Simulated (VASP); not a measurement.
A cell of GaSb (zinc blende) near equilibrium:

```
GaSb
1.0
    0.00000     3.10612     3.10612
    3.10612     0.00000     3.10612
    3.10612     3.10612     0.00000
Ga Sb
1 1
Cartesian
  0.00000   0.00000   0.00000
  1.55306   1.55306   1.55306
```

These are PBE GGA, VASP's PBE PAW potentials (set 64) (plane waves; VASP) values and carry that method's errors.

```tsv
run	ΔE (meV/atom)	σxx	σyy	σzz	largest shear component, with its sign (GPa)
as it is	0.0	0.09	0.09	0.09	0.00
after one change	28.8	-3.15	-3.15	-3.15	0.00
```
Stress is in GPa, positive when the cell is compressed.

Name the change that produced these shifts.
A) uniaxial strain of -1.5 % along z
B) uniaxial strain of +1.0 % along x
C) isotropic strain of +3.0 %

C, isotropic strain of +3.0 %

The compound is GaSb in the zinc blende structure.
